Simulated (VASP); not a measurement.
A convergence study with VASP on SnTe (rock salt): one setting is varied, all else stays as given below, so the limit is that of these other settings. Each run relaxes cell and ions from the cell shown. The basis is that of the starting cell, so low cut-offs carry a Pulay error.

```yaml
crystal:
  lattice:
    - [0.00000, 3.16000, 3.16000]
    - [3.16000, 0.00000, 3.16000]
    - [3.16000, 3.16000, 0.00000]
  atoms:
    - { symbol: Sn, position: [0.00000, 0.00000, 0.00000] }
    - { symbol: Te, position: [0.50000, 0.50000, 0.50000] }
```

The numbers are results of PBE GGA, VASP's PBE PAW potentials (set 64) (plane waves; VASP), not measurements. The tightest run used: 700 eV cut-off, 6×6×6 Γ-centred mesh, Gaussian smearing of 0.050 eV, potentials Sn_d Te.

Gaps are read on the run's mesh, which can miss a band edge.

Question: The settings run are ENCUT = 200; ENCUT = 250; ENCUT = 300; ENCUT = 350; ENCUT = 400; ENCUT = 450; ENCUT = 500; ENCUT = 550; ENCUT = 600; ENCUT = 650; ENCUT = 700. From which on does the relaxed volume stay within 0.05 Å³/atom of the tightest run?

Answer: From ENCUT = 450 on: it is off by 0.000 there and by no more than 0.05 in any finer run, while ENCUT = 400 is off by 0.051.
```csv
setting,relaxed volume (Å³/atom),E (eV/atom),gap on the mesh (eV),plane waves,difference judged (Å³/atom)
ENCUT = 200,29.711,-3.7589,0.250,419,3.239
ENCUT = 250,32.759,-3.7803,0.037,588,0.190
ENCUT = 300,32.816,-3.7800,0.041,754,0.133
ENCUT = 350,32.767,-3.7796,0.038,960,0.182
ENCUT = 400,32.899,-3.7817,0.049,1167,0.051
ENCUT = 450,32.950,-3.7822,0.053,1381,0.000
ENCUT = 500,32.936,-3.7820,0.052,1639,0.013
ENCUT = 550,32.929,-3.7819,0.051,1873,0.020
ENCUT = 600,32.940,-3.7821,0.052,2126,0.010
ENCUT = 650,32.949,-3.7822,0.053,2421,0.001
ENCUT = 700,32.950,-3.7822,0.053,2685,0.000
```

Left out are rungs that failed or repeat a setting and relaxations that didn't move; long series are thinned to 24 rows.

The compound is SnTe in the rock salt structure, which distorts at low temperature.
